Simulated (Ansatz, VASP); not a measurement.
# Nb (Nb(111)): VASP beside Ansatz, part 2 of 2

One calculation is typed for both programs; each brings its own data sets. How far apart do they land?  Valence electrons are named where the data sets of a main pair hold unlike numbers.

VASP 6.6.1 and Ansatz 0.2.0.

So far: Starting point; Ansatz: band structure, PBE.

## 3. VASP: band structure, PBE

Level of this step: PBE; plane waves and PAW (Nb_pv) (VASP).

The same cell, functional, mesh and smearing now go to VASP, with its own data sets.

Lines of VASP's logs that name or quote its potential files are left out, and so is its time.

The input, INCAR:

```
SYSTEM = Nb
PREC = Normal
ENCUT = 300
EDIFF = 1E-06
NELM = 120
ISMEAR = -1
SIGMA = 0.1
LREAL = .FALSE.
ALGO = Fast
GGA = PE
NBANDS = 90
LORBIT = 11
LWAVE = .FALSE.
LCHARG = .TRUE.
IDIPOL = 3
LDIPOL = .TRUE.
DIPOL = 0.5 0.5 0.5
LVHAR = .TRUE.
LVACPOTAV = .TRUE.
LELF = .TRUE.
NEDOS = 1500
```

The input, POSCAR:

```
Nb
1.0
    4.6669047558      0.0000000000      0.0000000000
    2.3334523779      4.0416580756      0.0000000000
    0.0000000000      0.0000000000     27.5262794416
Nb
11
Direct
    0.6666666667      0.6666666667      0.3269602788
    0.0000000000      0.0000000000      0.3615682230
    0.3333333333      0.3333333333      0.3961761673
    0.6666666667      0.6666666667      0.4307841115
    0.0000000000      0.0000000000      0.4653920558
    0.3333333333      0.3333333333      0.5000000000
    0.6666666667      0.6666666667      0.5346079442
    0.0000000000      0.0000000000      0.5692158885
    0.3333333333      0.3333333333      0.6038238327
    0.6666666667      0.6666666667      0.6384317770
    0.0000000000      0.0000000000      0.6730397212
```

The input, KPOINTS:

```
Automatic mesh
0
Gamma
12 12 1
0 0 0
```

The input, KPOINTS_OPT:

```
Line mode
14
Line-mode
Reciprocal
  0.00000000   0.00000000   0.00000000 GAMMA
  0.00000000  -0.50000000   0.00000000 M

  0.00000000  -0.50000000   0.00000000 M
  0.33333333  -0.33333333   0.00000000 K

  0.33333333  -0.33333333   0.00000000 K
  0.00000000   0.00000000   0.00000000 GAMMA
```

PAW data sets: Nb_pv (PBE family, release 64).

Started as:

```sh
$ mpirun -np 4 vasp_std
```

Numbers of over 12 decimals in the logs are rounded to 6 here.

Log:

```text
[banner, memory and clock lines left out]
running    4 mpi-ranks, on    1 nodes
 distrk:  each k-point on    4 cores,    1 groups
 distr:  one band on    1 cores,    4 groups

 POSCAR found type information on POSCAR Nb
 POSCAR found :  1 types and      11 ions
 LDA part: xc-table for (Slater+PW92), standard interpolation
|                                                                             |
|           W    W    AA    RRRRR   N    N  II  N    N   GGGG   !!!           |
|           W    W   A  A   R    R  NN   N  II  NN   N  G    G  !!!           |
|           W    W  A    A  R    R  N N  N  II  N N  N  G       !!!           |
|           W WW W  AAAAAA  RRRRR   N  N N  II  N  N N  G  GGG   !            |
|           WW  WW  A    A  R   R   N   NN  II  N   NN  G    G                |
|           W    W  A    A  R    R  N    N  II  N    N   GGGG   !!!           |
|                                                                             |
|     The number of bands has been changed from the values supplied in        |
|     The orbitals not found in the WAVECAR file will be initialized with     |
|     random numbers, which is usually adequate. For correlated               |
|     calculations, however, you should redo the groundstate calculation.     |
|     I found NBANDS = 90. Now, NBANDS = 92.                                  |
|                                                                             |

 POSCAR, INCAR and KPOINTS ok, starting setup
 FFT: planning ... GRIDC
 FFT: planning ... GRID_SOFT
 FFT: planning ... GRID
 WAVECAR not read
 entering main loop
       N       E                     dE             d eps       ncg     rms          rms(c)
DAV:   1     0.107608951346E+04    0.10761E+04   -0.49466E+04  4360   0.816E+02
DAV:   2    -0.471721183153E+02   -0.11233E+04   -0.10701E+04  3772   0.477E+02
DAV:   3    -0.114008874631E+03   -0.66837E+02   -0.61962E+02  5024   0.104E+02
DAV:   4    -0.118019968931E+03   -0.40111E+01   -0.38887E+01  5240   0.280E+01
DAV:   5    -0.118179014678E+03   -0.15905E+00   -0.15744E+00  5576   0.561E+00    0.559E+01
RMM:   6    -0.160969860133E+03   -0.42791E+02   -0.90395E+01  5421   0.251E+01    0.361E+01
RMM:   7    -0.169320189015E+03   -0.83503E+01   -0.64845E+01  5426   0.274E+01    0.338E+01
RMM:   8    -0.115746400736E+03    0.53574E+02   -0.20323E+01  4663   0.209E+01    0.227E+01
RMM:   9    -0.107506450543E+03    0.82400E+01   -0.21852E+00  4179   0.852E+00    0.137E+01
RMM:  10    -0.106040147561E+03    0.14663E+01   -0.17559E+00  5319   0.347E+00    0.936E+00
RMM:  11    -0.106143077358E+03   -0.10293E+00   -0.28862E-01  5734   0.160E+00    0.102E+01
RMM:  12    -0.105650760769E+03    0.49232E+00   -0.23760E-01  5451   0.135E+00    0.913E+00
RMM:  13    -0.105099193699E+03    0.55157E+00   -0.66224E-01  5543   0.282E+00    0.568E+00
RMM:  14    -0.105038181495E+03    0.61012E-01   -0.25974E-01  5479   0.154E+00    0.414E+00
[...]
RMM:  29    -0.105025924382E+03   -0.43763E-05   -0.44137E-06  3932   0.548E-03    0.131E-03
RMM:  30    -0.105025931148E+03   -0.67661E-05   -0.22231E-06  3686   0.514E-03    0.219E-03
RMM:  31    -0.105025939207E+03   -0.80587E-05   -0.15203E-06  3600   0.397E-03    0.294E-03
RMM:  32    -0.105025944049E+03   -0.48417E-05   -0.76180E-07  3484   0.340E-03    0.992E-04
RMM:  33    -0.105025945359E+03   -0.13105E-05   -0.28876E-07  3371   0.219E-03    0.810E-04
RMM:  34    -0.105025947977E+03   -0.26176E-05   -0.17862E-07  2840   0.162E-03    0.975E-04
RMM:  35    -0.105025950042E+03   -0.20655E-05   -0.16051E-07  2991   0.145E-03    0.317E-04
RMM:  36    -0.105025950352E+03   -0.31010E-06   -0.90729E-08  2723   0.144E-03
|                                                                             |
|           W    W    AA    RRRRR   N    N  II  N    N   GGGG   !!!           |
|           W    W   A  A   R    R  NN   N  II  NN   N  G    G  !!!           |
|           W    W  A    A  R    R  N N  N  II  N N  N  G       !!!           |
|           W WW W  AAAAAA  RRRRR   N  N N  II  N  N N  G  GGG   !            |
|           WW  WW  A    A  R   R   N   NN  II  N   NN  G    G                |
|           W    W  A    A  R    R  N    N  II  N    N   GGGG   !!!           |
|                                                                             |
|     Did not find any points to average over, which means that no vacuum     |
|     field-free region was found. Please increase the size of  your cell     |
|     in the dimension of the dipole correction to obtain accurate            |
|     workfunction values.                                                    |
|                                                                             |

   1 F= -.10502595E+03 E0= -.10476514E+03  d E =-.521613E+00
 Start KPOINTS_OPT (optional k-point list driver)
k-point batch [1-19\42]
       N       E                     dE             ncg
DAV:   1    -0.188702767403E+05   -0.45207E+05     4384
DAV:   2    -0.388456002985E+05   -0.19975E+05     3696
DAV:   3    -0.401938660769E+05   -0.13483E+04     5224
DAV:   4    -0.402849941999E+05   -0.91128E+02     5088
DAV:   5    -0.402891732725E+05   -0.41791E+01     5808
DAV:   6    -0.402893346567E+05   -0.16138E+00     5400
DAV:   7    -0.402893426220E+05   -0.79654E-02     5848
DAV:   8    -0.402893429473E+05   -0.32530E-03     4744
DAV:   9    -0.402893429713E+05   -0.24006E-04     4736
DAV:  10    -0.402893429728E+05   -0.14750E-05     3544
DAV:  11    -0.402893429730E+05   -0.18234E-06     3344
[...]
k-point batch [39-42\42]
       N       E                     dE             ncg
DAV:   1     0.263201031548E+05   -0.40501E+04      936
DAV:   2     0.218064440465E+05   -0.45137E+04      776
DAV:   3     0.214962843561E+05   -0.31016E+03     1072
DAV:   4     0.214744853422E+05   -0.21799E+02     1032
DAV:   5     0.214733206174E+05   -0.11647E+01     1224
DAV:   6     0.214732851344E+05   -0.35483E-01     1112
DAV:   7     0.214732832406E+05   -0.18937E-02     1232
DAV:   8     0.214732831423E+05   -0.98299E-04      992
DAV:   9     0.214732831338E+05   -0.85747E-05     1008
DAV:  10     0.214732831333E+05   -0.48856E-06      752
```

OUTCAR, selected parts (step 3):

```text
ion  position               nearest neighbor table
   1  0.667  0.667  0.327-   4 2.86   2 2.86   2 2.86   2 2.86   3 3.30   3 3.30   3 3.30
   2  0.000  0.000  0.362-   1 2.86   1 2.86   1 2.86   3 2.86   3 2.86   3 2.86   5 2.86   4 3.30
                             4 3.30   4 3.30
   3  0.333  0.333  0.396-   6 2.86   4 2.86   4 2.86   4 2.86   2 2.86   2 2.86   2 2.86   1 3.30
                             5 3.30   1 3.30   5 3.30   5 3.30   1 3.30
   4  0.667  0.667  0.431-   7 2.86   1 2.86   3 2.86   3 2.86   3 2.86   5 2.86   5 2.86   5 2.86
                             6 3.30   2 3.30   6 3.30   2 3.30   2 3.30   6 3.30
   5  0.000  0.000  0.465-   8 2.86   6 2.86   6 2.86   6 2.86   4 2.86   4 2.86   4 2.86   2 2.86
                             7 3.30   7 3.30   7 3.30   3 3.30   3 3.30   3 3.30
   6  0.333  0.333  0.500-   3 2.86   9 2.86   7 2.86   5 2.86   7 2.86   5 2.86   5 2.86   7 2.86
                             4 3.30   8 3.30   4 3.30   8 3.30   8 3.30   4 3.30
   7  0.667  0.667  0.535-   4 2.86   6 2.86   6 2.86   6 2.86   8 2.86   8 2.86   8 2.86  10 2.86
                             5 3.30   5 3.30   5 3.30   9 3.30   9 3.30   9 3.30
   8  0.000  0.000  0.569-   5 2.86  11 2.86   9 2.86   9 2.86   9 2.86   7 2.86   7 2.86   7 2.86
                             6 3.30  10 3.30   6 3.30  10 3.30   6 3.30  10 3.30
   9  0.333  0.333  0.604-   6 2.86   8 2.86   8 2.86   8 2.86  10 2.86  10 2.86  10 2.86  11 3.30
                             7 3.30   7 3.30  11 3.30  11 3.30   7 3.30
  10  0.667  0.667  0.638-  11 2.86  11 2.86  11 2.86   9 2.86   9 2.86   9 2.86   7 2.86   8 3.30
                             8 3.30   8 3.30
  11  0.000  0.000  0.673-   8 2.86  10 2.86  10 2.86  10 2.86   9 3.30   9 3.30   9 3.30

  LATTYP: Found a hexagonal cell.
 ALAT       =     4.6669047558
 C/A-ratio  =     5.8981875315

 Subroutine GETGRP returns: Found 12 space group operations
 (whereof  6 operations were pure point group operations)

The static configuration has the point symmetry C_3v.
 The point group associated with its full space group is D_3d.

 Found     19 irreducible k-points:

   k-points           NKPTS =     19   k-points in BZ     NKDIM =     19   number of bands    NBANDS=     92

   dimension x,y,z NGX =    20 NGY =   20 NGZ =  120
   dimension x,y,z NGXF=    40 NGYF=   40 NGZF=  240

   ENCUT  =  300.0 eV  22.05 Ry    4.70 a.u.   6.59  6.59 38.87*2*pi/ulx,y,z

   NELECT =     121.0000    total number of electrons

 k-points in reciprocal lattice and weights: Automatic mesh
   0.00000000  0.00000000  0.00000000       0.007
   0.08333333  0.00000000  0.00000000       0.042
   0.16666667  0.00000000  0.00000000       0.042
   0.25000000  0.00000000  0.00000000       0.042
   0.33333333  0.00000000  0.00000000       0.042
   0.41666667  0.00000000  0.00000000       0.042
   0.50000000  0.00000000  0.00000000       0.021
   0.16666667  0.08333333  0.00000000       0.042
   0.25000000  0.08333333  0.00000000       0.083
[...]
-0.41666667  0.25000000  0.00000000       0.083
  -0.33333333  0.33333333  0.00000000       0.014

 dipolmoment           0.000000      0.000000     -0.000004 electrons x Angstroem

 average (electrostatic) potential at core
       1 -40.8033       2 -40.2016       3 -40.4213       4 -40.1755       5 -40.1185
       6 -40.1725       7 -40.1185       8 -40.1755       9 -40.4213      10 -40.2017
      11 -40.8033

 E-fermi :  -0.1184

 k-point     1 :       0.0000    0.0000    0.0000
  band No.  band energies     occupation
    ...
     58      -0.6955      1.99379
     59      -0.5271      1.96699
     60      -0.5271      1.96699
     61      -0.4055      1.89286
     62      -0.4055      1.89286
     63       0.0012      0.46444
     64       0.0012      0.46443
     65       0.0538      0.30329
     66       0.0848      0.23184
     67       0.9442      0.00005
    ...

 k-point     2 :       0.0833    0.0000    0.0000
  band No.  band energies     occupation
    ...
     58      -0.6448      1.98970
     59      -0.4565      1.93423
     60      -0.4510      1.93064
     61      -0.3275      1.78021
     62      -0.3273      1.77973
     63      -0.0021      0.47646
     64       0.0265      0.38055
     65       0.1059      0.19198
     66       0.1807      0.09573
     67       0.9542      0.00004
    ...

 k-point     3 :       0.1667    0.0000    0.0000
  band No.  band energies     occupation
    ...
     58      -0.3746      1.85675
     59      -0.3519      1.82348
     60      -0.3190      1.76293
     61      -0.1612      1.21096
     62      -0.0487      0.66533
     63       0.0090      0.43739
     64       0.0998      0.20280
     65       0.2243      0.06293
     66       0.4827      0.00489
     67       1.0314      0.00002
    ...

  Total       -6.3457073     -6.3457073     -6.3045667      0.0000000      0.0000000     -0.0000000
  in kB      -19.5818895    -19.5818895    -19.4549360      0.0000000      0.0000000     -0.0000000
  external PRESSURE =     -19.5395716 kB  Pullay stress =       0.0000000 kB

  energy-cutoff  :      300.00
  volume of cell :      519.20
      direct lattice vectors                 reciprocal lattice vectors
     4.666904756  0.000000000  0.000000000     0.214274782 -0.123711603  0.000000000
     2.333452378  4.041658076  0.000000000     0.000000000  0.247423206  0.000000000
     0.000000000  0.000000000 27.526279442     0.000000000  0.000000000  0.036328920

 POSITION                                       TOTAL-FORCE (eV/Angst)
 -----------------------------------------------------------------------------------
      4.66690      2.69444      9.00000        -0.000000      0.000000      1.516609
      0.00000      0.00000      9.95263        -0.000000      0.000000      0.054011
      2.33345      1.34722     10.90526         0.000000      0.000000     -1.149396
      4.66690      2.69444     11.85788         0.000000     -0.000000     -0.547237
      0.00000      0.00000     12.81051         0.000000      0.000000     -0.451685
      2.33345      1.34722     13.76314        -0.000000      0.000000     -0.000000
      4.66690      2.69444     14.71577        -0.000000     -0.000000      0.451685
      0.00000      0.00000     15.66840        -0.000000      0.000000      0.547237
      2.33345      1.34722     16.62102        -0.000000     -0.000000      1.149396
      4.66690      2.69444     17.57365         0.000000     -0.000000     -0.054011
      0.00000      0.00000     18.52628         0.000000      0.000000     -1.516609
 -----------------------------------------------------------------------------------
    total drift:                               -0.000001     -0.000001     -0.000776

  FREE ENERGIE OF THE ION-ELECTRON SYSTEM (eV)
  ---------------------------------------------------
  free  energy   TOTEN  =      -105.0259503524 eV

  energy  without entropy=     -104.5043369223  energy(sigma->0) =     -104.76514364

 vacuum level on the upper side and lower side of the slab         3.298         3.298

 total charge
# of ion       s       p       d       tot
------------------------------------------
    1        0.387   6.090   3.029   9.507
    2        0.431   6.212   3.133   9.776
    3        0.412   6.284   3.034   9.730
    4        0.420   6.315   3.102   9.836
    5        0.426   6.302   3.128   9.855
    6        0.432   6.313   3.102   9.847
    7        0.426   6.302   3.128   9.855
    8        0.420   6.315   3.102   9.836
    9        0.412   6.284   3.034   9.730
   10        0.431   6.212   3.133   9.776
   11        0.387   6.090   3.029   9.507
--------------------------------------------------
tot          4.584  68.719  33.952 107.255

[... 3 further parts left out ...]
```

This run has no spin polarisation. Its electron count is odd, so without a moment it is a metal by construction.

## 4. Side by side

Known differences besides the potentials themselves: the data sets hold 143 valence electrons in Ansatz (on its default PAW (the set named soft_2) files) and 121 in VASP; the cutoff is 420 eV in Ansatz and 300 eV in VASP (PREC = Normal); VASP leaves aspherical gradient terms in its spheres out (LASPH is not set), Ansatz keeps them. Total energies have different zeros and are not compared.

Both answers:

```csv
quantity,Ansatz,VASP,difference
"work function, lower of the two faces (eV)",3.41,3.42,0.00
"work function, higher of the two faces (eV)",3.41,3.42,0.00
```

Forces on 8 of the 11 atoms, those with the largest forces and the largest differences (eV/Å; atoms numbered as in POSCAR):

```csv
atom,"Ansatz x, y, z","VASP x, y, z"
Nb1,"0.000, 0.000, 1.624","0.000, 0.000, 1.517"
Nb3,"0.000, 0.000, -1.102","0.000, 0.000, -1.149"
Nb4,"0.000, 0.000, -0.536","0.000, 0.000, -0.547"
Nb7,"0.000, 0.000, 0.446","0.000, 0.000, 0.452"
Nb8,"0.000, 0.000, 0.536","0.000, 0.000, 0.547"
Nb9,"0.000, 0.000, 1.102","0.000, 0.000, 1.149"
Nb10,"0.000, 0.000, -0.129","0.000, 0.000, -0.054"
Nb11,"0.000, 0.000, -1.624","0.000, 0.000, -1.517"
```

The forces differ by 34 meV/Å r.m.s., which is 6.9 % of the r.m.s. force of 0.500 eV/Å (both taken over all components). Levels from 3 eV below to 2 eV above the Fermi level differ by 27 meV r.m.s. and 449 meV at most; each VASP level is matched to the nearest of Ansatz, which flatters the figure a little. VASP's log warns that it found no field-free region in the vacuum, so its work functions are uncertain. With vacuum in the cell, a pressure given here is an average over mostly empty space and none of the material.

## 5. Other set-ups

Further runs change the set-up of one program: Ansatz's method, potentials or start, or VASP's data sets, cutoff or form of LDA. The table gives Ansatz less VASP for each quantity, since a change that brings one quantity closer may part another.

```
                                    run  r.m.s. force difference (meV/Å)  work function, lower of the two faces (eV)  work function, higher of the two faces (eV)
                               as above                               34                                     -0.0041                                      -0.0040
Ansatz's larger PAW set (cutoff 770 eV)                               34                                     -0.0038                                      -0.0037
```

## 6. Outcome

| Quantity | Value |
| --- | --- |
| r.m.s. force difference (band structure, PBE) | 6.9 % of the r.m.s. force |

**Reading.** The r.m.s. force difference is 6.9 % of the r.m.s. force (band structure, PBE), beyond the 3 % picked in this series as the mark of a large difference. The data sets hold unlike numbers of valence electrons (143 in Ansatz and 121 in VASP), so part of the differences comes from the potentials. For band structure, PBE, no further run moves any of the tabulated differences by more than a quarter of its size. 1 further run of this series is not shown here. How closely two codes agree says nothing of how well the functional describes the real material.

[Lines on the potential files, build, host, timing and source positions are cut from VASP's logs without a mark.]

[Logs are printed without paths, hosts, clocks, repeated set-up lines and the standing remarks that a program may print on its own settings, such as how far it seeks lower states.]

[Hosts, paths, dates, database ids (printed as entryN), source tags and the programs' standing remarks are cut or masked in the printed files.]
